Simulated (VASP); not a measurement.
# InF3 (R-3c) in VASP: elastic constants with LDA

Aim: the elastic constants of InF3 with LDA.

All numbers are computed with VASP 6.6.1; they aren't measurements. Logs are shortened: lines on timing, memory, paths and dates and some standing lists are left out, and cuts for length are marked.

## 1. Starting point

The structure is trigonal, space group R-3c (No. 167). Conventional cell: a = 5.204 Å, b = 5.204 Å, c = 14.723 Å, α = 90.00°, β = 90.00°, γ = 120.00°. Around In (site symmetry -3) lie 6 F at 2.08 Å. F (site symmetry 2) is surrounded by 2 In at 2.08 Å.

The cell comes from a database or a generator and needn't be the stable form of this composition.

## 2. Elastic constants, LDA

Contents of POSCAR:

```
InF3
1.0
    2.6021411800      1.5023469100      4.9075061300
   -2.6021411800      1.5023469100      4.9075061300
    0.0000000000     -3.0046938200      4.9075061300
In F
2 6
Direct
    1.0000000000      1.0000000000      0.0000000000
    0.5000000000      0.5000000000      0.5000000000
    0.8957092200      0.2500000000      0.6042907800
    0.2500000000      0.6042907800      0.8957092200
    0.3957092200      0.1042907800      0.7500000000
    0.7500000000      0.3957092200      0.1042907800
    0.1042907800      0.7500000000      0.3957092200
    0.6042907800      0.8957092200      0.2500000000
```

Contents of INCAR.step1:

```
SYSTEM = InF3
PREC     = Accurate       ! precision mode
ENCUT    = 600            ! plane-wave cutoff, eV
EDIFF    = 1E-8           ! SCF threshold, eV
ISMEAR   = 0              ! smearing method
SIGMA    = 0.02           ! smearing width, eV
LREAL    = .FALSE.        ! projectors in reciprocal space
LASPH    = .TRUE.         ! aspherical terms in the spheres
NELM     = 60             ! most SCF steps
ALGO     = Normal         ! electronic algorithm
ISIF     = 3              ! what is computed and relaxed
LWAVE    = .FALSE.        ! write WAVECAR
LCHARG   = .FALSE.        ! write CHGCAR
GGA      = CA             ! functional
IBRION   = 2              ! ionic algorithm
NSW      = 40             ! ionic steps
EDIFFG   = -0.002         ! ionic threshold
```

Contents of INCAR.step2:

```
SYSTEM = InF3
PREC     = Accurate       ! precision mode
ENCUT    = 600            ! plane-wave cutoff, eV
EDIFF    = 1E-8           ! SCF threshold, eV
ISMEAR   = 0              ! smearing method
SIGMA    = 0.02           ! smearing width, eV
LREAL    = .FALSE.        ! projectors in reciprocal space
LASPH    = .TRUE.         ! aspherical terms in the spheres
NELM     = 60             ! most SCF steps
ALGO     = Normal         ! electronic algorithm
ISIF     = 3              ! what is computed and relaxed
LWAVE    = .FALSE.        ! write WAVECAR
LCHARG   = .FALSE.        ! write CHGCAR
GGA      = CA             ! functional
IBRION   = 6              ! ionic algorithm
NFREE    = 2            
POTIM    = 0.015          ! step
NSW      = 1              ! ionic steps
```

Contents of KPOINTS:

```
Automatic mesh
0
G
  3 3 3
  0 0 0
```

Potentials or basis: VASP PAW LDA potentials, release 64 (In_d, F).

The run is started by

```console
$ cat potpaw_LDA.64/In_d/POTCAR potpaw_LDA.64/F/POTCAR > POTCAR
$ cp INCAR.step1 INCAR
$ mpirun -np 1 vasp_std > vasp.out
$ cp CONTCAR POSCAR
$ cp INCAR.step2 INCAR
$ mpirun -np 1 vasp_std > vasp.out
```

OUTCAR:

```text
SYSTEM = InF3
   PREC = Accurate
   ENCUT = 600
   EDIFF = 1E-8
   ISMEAR = 0
   LREAL = .FALSE.
   LASPH = .TRUE.
   NELM = 60
   ISIF = 3
   GGA = CA
   IBRION = 6
   NFREE = 2
   POTIM = 0.015
   NSW = 1

 ion  position               nearest neighbor table
   1  0.000  0.000  0.000-   5 2.06   8 2.06   7 2.06   3 2.06   4 2.06   6 2.06   2 3.80   2 3.80
                             2 3.80   2 3.80   2 3.80   2 3.80
   2  0.500  0.500  0.500-   5 2.06   8 2.06   6 2.06   4 2.06   7 2.06   3 2.06   1 3.80   1 3.80
                             1 3.80   1 3.80   1 3.80   1 3.80
   3  0.910  0.250  0.590-   1 2.06   2 2.06
   4  0.250  0.590  0.910-   2 2.06   1 2.06
   5  0.410  0.090  0.750-   1 2.06   2 2.06
   6  0.750  0.410  0.090-   2 2.06   1 2.06
   7  0.090  0.750  0.410-   1 2.06   2 2.06
   8  0.590  0.910  0.250-   1 2.06   2 2.06

  LATTYP: Found a trigonal (rhomboedric) cell.
 ALAT       =     5.6815407068
 COS(alpha) =     0.6065680362

  Lattice vectors:

 A1 = (   2.5199153108,   1.4548737823,   4.8798846202)
 A2 = (  -2.5199153108,   1.4548737823,   4.8798846202)
 A3 = (   0.0000000000,  -2.9097475647,   4.8798846202)

Analysis of symmetry for initial positions (statically):
=====================================================================
 Subroutine PRICEL returns:
 Original cell was already a primitive cell.

 Routine SETGRP: Setting up the symmetry group for a
 trigonal (rhombohedral) supercell.

 Subroutine GETGRP returns: Found 12 space group operations
 (whereof  6 operations were pure point group operations)
 out of a pool of 12 trial point group operations.

The static configuration has the point symmetry S_6 .
 The point group associated with its full space group is D_3d.

Analysis of symmetry for dynamics (positions and initial velocities):
=====================================================================
 Subroutine PRICEL returns:
 Original cell was already a primitive cell.

 Routine SETGRP: Setting up the symmetry group for a
 trigonal (rhombohedral) supercell.

 Subroutine GETGRP returns: Found 12 space group operations
 (whereof  6 operations were pure point group operations)
 out of a pool of 12 trial point group operations.

The dynamic configuration has the point symmetry S_6 .
 The point group associated with its full space group is D_3d.

 Subroutine INISYM returns: Found 12 space group operations
 (whereof  6 operations are pure point group operations),
 and found     1 'primitive' translations

----------------------------------------------------------------------------------------

                                     Primitive cell

  volume of cell :     107.3426

  direct lattice vectors                    reciprocal lattice vectors
     2.519915311  1.454873782  4.879884620     0.198419367  0.114557475  0.068307626
    -2.519915311  1.454873782  4.879884620    -0.198419367  0.114557475  0.068307626
     0.000000000 -2.909747565  4.879884620     0.000000000 -0.229114950  0.068307626

  length of vectors
     5.681540707  5.681540707  5.681540706     0.239080722  0.239080722  0.239080723

  position of ions in fractional coordinates (direct lattice)
     0.000000000  0.000000000  0.000000000
     0.500000000  0.500000000  0.500000000
     0.909756600  0.250000000  0.590243400
     0.250000000  0.590243400  0.909756600
     0.409756600  0.090243400  0.750000000
     0.750000000  0.409756600  0.090243400
     0.090243400  0.750000000  0.409756600
     0.590243400  0.909756600  0.250000000

  ion indices of the primitive-cell ions
   primitive index   ion index
                 1           1
                 2           2
                 3           3
[... 86 lines left out ...]
   IVDW    =     0    specifies the selected vdW correction
   LEPSILON=     F    determine dielectric tensor
   LRPA    =     F    only Hartree local field effects (RPA)
 finite differences with symmetry
 non-spin polarized calculation
 Gauss-broadening in eV      SIGMA  =   0.02
  energy-cutoff  :      600.00
  volume of cell :      107.34
 maximum number of plane-waves:      3595
 NGX is ok and might be reduce to    48
   NGX = 23   NGY = 23   NGZ = 23

--------------------------------------- Ionic step        1  -------------------------------------------

 number of electron      68.0000005 magnetization

 Free energy of the ion-electron system (eV)
  ---------------------------------------------------
  ext. energy  EPLUGINS =         0.00000000
  ---------------------------------------------------
  free energy    TOTEN  =       -40.34647883 eV

  energy without entropy =      -40.34647883  energy(sigma->0) =      -40.34647883

------------------------ aborting loop because EDIFF is reached ----------------------------------------

  FORCE on cell =-STRESS in cart. coord.  units (eV):
  Direction    XX          YY          ZZ          XY          YZ          ZX
  --------------------------------------------------------------------------------------
  -------------------------------------------------------------------------------------
  Total        0.0517720      0.0517720      0.0519631     -0.0000000      0.0000000      0.0000000
  in kB        0.7727396      0.7727396      0.7755917     -0.0000000      0.0000000      0.0000000
  external PRESSURE =       0.7736903 kB  Pullay stress =       0.0000000 kB
[... 107 lines left out ...]
  FREE ENERGIE OF THE ION-ELECTRON SYSTEM (eV)
  ---------------------------------------------------
  free  energy   TOTEN  =       -40.3320658327 eV

  energy  without entropy=      -40.3320658327  energy(sigma->0) =      -40.33206583

[... ionic steps 4 to 18 ...]

--------------------------------------- Ionic step       19  -------------------------------------------

 number of electron      68.0000005 magnetization

------------------------ aborting loop because EDIFF is reached ----------------------------------------
[... 79 lines left out ...]
--------------------------------------- Ionic step       21  -------------------------------------------

 number of electron      68.0000004 magnetization

 Free energy of the ion-electron system (eV)
  ---------------------------------------------------
  ext. energy  EPLUGINS =         0.00000000
  ---------------------------------------------------
  free energy    TOTEN  =       -40.34562227 eV

  energy without entropy =      -40.34562227  energy(sigma->0) =      -40.34562227

 E-fermi :  -0.4722     XC(G=0): -10.4616

 val. band max:       -0.6580632115   @ k =   0.0000   0.0000   0.0000
 cond. band min:       3.5429240997   @ k =   0.0000   0.0000   0.0000
 fundamental gap:      4.2009873112
 Fermi energy:        -0.4721943837

 k-point     1 :       0.0000    0.0000    0.0000
  band No.  band energies     occupation
      1     -20.8352      2.00000
      2     -20.2944      2.00000
      3     -20.2941      2.00000
      4     -20.1799      2.00000
      5     -20.0196      2.00000
      6     -20.0195      2.00000
[... 626 lines left out ...]
  FREE ENERGIE OF THE ION-ELECTRON SYSTEM (eV)
  ---------------------------------------------------
  free  energy   TOTEN  =       -40.3456222729 eV

  energy  without entropy=      -40.3456222729  energy(sigma->0) =      -40.34562227

 INTERNAL STRAIN TENSORS FROM STRAINED CELLS
 ============================================

 INTERNAL STRAIN TENSOR FOR ION    1 for displacements in x,y,z  (eV/Angst):
          X           Y           Z          XY          YZ          ZX
  --------------------------------------------------------------------------------
  x     0.00000     0.00000    -0.00000     0.00000     0.00000     0.00000
  y     0.00000     0.00000    -0.00000     0.00000    -0.00000    -0.00000
  z     0.00000     0.00000     0.00000     0.00000     0.00000     0.00000

 INTERNAL STRAIN TENSORS FROM DISPLACED ATOMS
 ============================================

 INTERNAL STRAIN TENSOR FOR ION    1 for displacements in x,y,z  (eV/Angst):
          X           Y           Z          XY          YZ          ZX
  --------------------------------------------------------------------------------
  x     0.00000     0.00000     0.00000     0.00000     0.00000     0.00000
  y     0.00000     0.00000     0.00000     0.00000     0.00000     0.00000
  z     0.00000     0.00000     0.00000     0.00000     0.00000     0.00000

 INTERNAL STRAIN TENSOR FOR ION    8 for displacements in x,y,z  (eV/Angst):
          X           Y           Z          XY          YZ          ZX
  --------------------------------------------------------------------------------
  x     5.54466     9.10944     6.67809     0.00000     6.11533     0.00000
  y     0.00000     0.00000     0.00000     6.00650     0.00000     4.06237
  z     0.00000     0.00000    -0.00000     3.95784     0.00000     4.17907

 Eigenvectors and eigenvalues of the dynamical matrix
 ----------------------------------------------------

   1 f  =   17.734268 THz   111.427694 2PiTHz  591.551518 cm-1    73.343008 meV
             X         Y         Z           dx          dy          dz
      0.000000  0.000000  0.000000     0.000000    0.000000    0.000000
      0.000000  0.000000  7.319827    -0.000000    0.000000    0.000000
      1.662531 -0.030160  8.539798    -0.268007    0.154734   -0.266263
     -0.857385 -1.424714  8.539798     0.268007    0.154734   -0.266263
      0.805146 -1.454874  6.099856     0.000000    0.309468    0.266263
      0.857385  1.424714  6.099856    -0.268007   -0.154734    0.266263
     -1.662531  0.030160  6.099856     0.268007   -0.154734    0.266263
     -0.805146  1.454874  8.539798     0.000000   -0.309468   -0.266263
[... 243 lines left out ...]
  24 f/i=    0.005864 THz     0.036842 2PiTHz    0.195587 cm-1     0.024250 meV
             X         Y         Z           dx          dy          dz
      0.000000  0.000000  0.000000    -0.073303    0.573619    0.000000
      0.000000  0.000000  7.319827    -0.072737    0.573691    0.000000
      1.662531 -0.030160  8.539798    -0.029298    0.233211   -0.000378
     -0.857385 -1.424714  8.539798    -0.029983    0.233298   -0.000242
      0.805146 -1.454874  6.099856    -0.029716    0.232662    0.000620
      0.857385  1.424714  6.099856    -0.029983    0.233298   -0.000242
     -1.662531  0.030160  6.099856    -0.029298    0.233211   -0.000378
     -0.805146  1.454874  8.539798    -0.029716    0.232662    0.000620

--------------------------------------------------------------------------------------------------------

 ELASTIC MODULI CONTR FROM IONIC RELAXATION (kBar)
 Direction    XX          YY          ZZ          XY          YZ          ZX
 --------------------------------------------------------------------------------
 XX       -1249.8700   -694.4480   -886.0545      0.0000     51.4181      0.0000
 YY        -694.4480  -1249.8700   -886.0545      0.0000    -51.4181     -0.0000
 ZZ        -886.0545   -886.0545   -807.5763      0.0000     -0.0000     -0.0000
 XY           0.0000      0.0000      0.0000   -277.7110     -0.0000     51.4185
 YZ          51.4181    -51.4181     -0.0000      0.0000   -588.2430      0.0000
 ZX          -0.0000     -0.0000     -0.0000     51.4185      0.0000   -588.2426
 --------------------------------------------------------------------------------

 TOTAL ELASTIC MODULI (kBar)
 Direction    XX          YY          ZZ          XY          YZ          ZX
 --------------------------------------------------------------------------------
 XX         497.7322     93.0105    336.3954      0.0000   -171.4404      0.0000
 YY          93.0105    497.7322    336.3954      0.0000    171.4404     -0.0000
 ZZ         336.3954    336.3954    818.2333      0.0000     -0.0000     -0.0000
 XY           0.0000      0.0000      0.0000    202.3608     -0.0000   -171.4400
 YZ        -171.4404    171.4404     -0.0000      0.0000    392.1577      0.0000
 ZX          -0.0000     -0.0000     -0.0000   -171.4400      0.0000    392.1581
 --------------------------------------------------------------------------------
```

Run time: 25 min. Hardware: 1 thread of Intel Xeon Platinum 8488C (Sapphire Rapids), shared host; peak memory 0.36 GiB.

What came out:

- Relaxed volume: 13.42 Å³/atom
- Relaxed cell: a = 5.682 Å, b = 5.682 Å, c = 5.682 Å, α = 52.66°, β = 52.66°, γ = 52.66°
- Space group after relaxing (to 0.05 Å): R-3c (No. 167)
- Voigt bulk modulus: 37 GPa
- Highest phonon frequency at Γ, LO-TO splitting left out: 592 cm⁻¹

The path:
| step | energy change (eV) | largest force (eV/Å) | pressure (GPa) | volume (Å³) |
| --- | --- | --- | --- | --- |
| 1 | 0.0000 | 0.1637 | -3.85 | 115.11 |
| 2 | -0.0259 | 0.2061 | 2.68 | 109.45 |
| 3 | -0.0456 | 0.0535 | -0.08 | 111.63 |
| 4 | -0.0456 | 0.0582 | 0.00 | 111.56 |
| 5 | -0.0464 | 0.0561 | 0.00 | 111.43 |
| 6 | -0.0487 | 0.0495 | 0.02 | 111.04 |
| 7 | -0.0521 | 0.0359 | 0.04 | 110.27 |
| 8 | -0.0540 | 0.0036 | 0.06 | 108.72 |
| 9 | -0.0558 | 0.0151 | -0.21 | 108.54 |
| 10 | -0.0570 | 0.0502 | -0.70 | 108.20 |
| 11 | -0.0576 | 0.0459 | -0.60 | 108.03 |
| 12 | -0.0589 | 0.0328 | -0.33 | 107.52 |
| 13 | -0.0594 | 0.0072 | 0.22 | 106.51 |
| 14 | -0.0596 | 0.0157 | 0.02 | 106.85 |
| 15 | -0.0596 | 0.0150 | 0.04 | 106.83 |
| 16 | -0.0596 | 0.0149 | 0.04 | 106.84 |
| 17 | -0.0598 | 0.0145 | 0.01 | 106.90 |
| 18 | -0.0600 | 0.0137 | -0.04 | 107.00 |
| 19 | -0.0602 | 0.0120 | -0.13 | 107.21 |
| 20 | -0.0602 | 0.0013 | 0.03 | 107.13 |
| 21 | -0.0602 | 0.0031 | 0.01 | 107.14 |
| 22 | -0.0602 | 0.0029 | 0.01 | 107.14 |
| 23 | -0.0602 | 0.0027 | 0.00 | 107.14 |
| 24 | -0.0602 | 0.0025 | 0.01 | 107.16 |
| 25 | -0.0603 | 0.0020 | 0.02 | 107.19 |
| 26 | -0.0603 | 0.0011 | 0.03 | 107.26 |
| 27 | -0.0603 | 0.0043 | -0.04 | 107.33 |
| 28 | -0.0603 | 0.0029 | -0.01 | 107.30 |
| 29 | -0.0603 | 0.0027 | -0.01 | 107.30 |
| 30 | -0.0603 | 0.0021 | 0.00 | 107.31 |
| 31 | -0.0603 | 0.0006 | 0.01 | 107.34 |

Final structure:
```
In F
1.0
     2.51992    1.45487    4.87988
    -2.51992    1.45487    4.87988
     0.00000   -2.90975    4.87988
In F
2 6
Direct
  0.00000 0.00000 0.00000
  0.50000 0.50000 0.50000
  0.90976 0.25000 0.59024
  0.25000 0.59024 0.90976
  0.40976 0.09024 0.75000
  0.75000 0.40976 0.09024
  0.09024 0.75000 0.40976
  0.59024 0.90976 0.25000
```

Phonon frequencies in cm⁻¹ (negative: imaginary):
```
              q point                                                                                frequencies
(0.000, 0.000, 0.000)  0 0 0 102 102 126 126 143 146 146 164 220 266 280 280 316 316 341 421 421 523 526 526 592
```

Elastic tensor in Voigt notation (GPa, in the Cartesian axes of the cell as first typed):
```
 50   9  34 -17   0   0
  9  50  34  17   0   0
 34  34  82   0   0   0
-17  17   0  39   0   0
  0   0   0   0  39 -17
  0   0   0   0 -17  20
```

Clamped-ion elastic tensor (GPa):
```
175  79 122 -22   0   0
 79 175 122  22   0   0
122 122 163   0   0   0
-22  22   0  98   0   0
  0   0   0   0  98 -22
  0   0   0   0 -22  48
```

Caveat: the k mesh is coarse (spacing up to 0.49 Å⁻¹), so the values aren't converged.
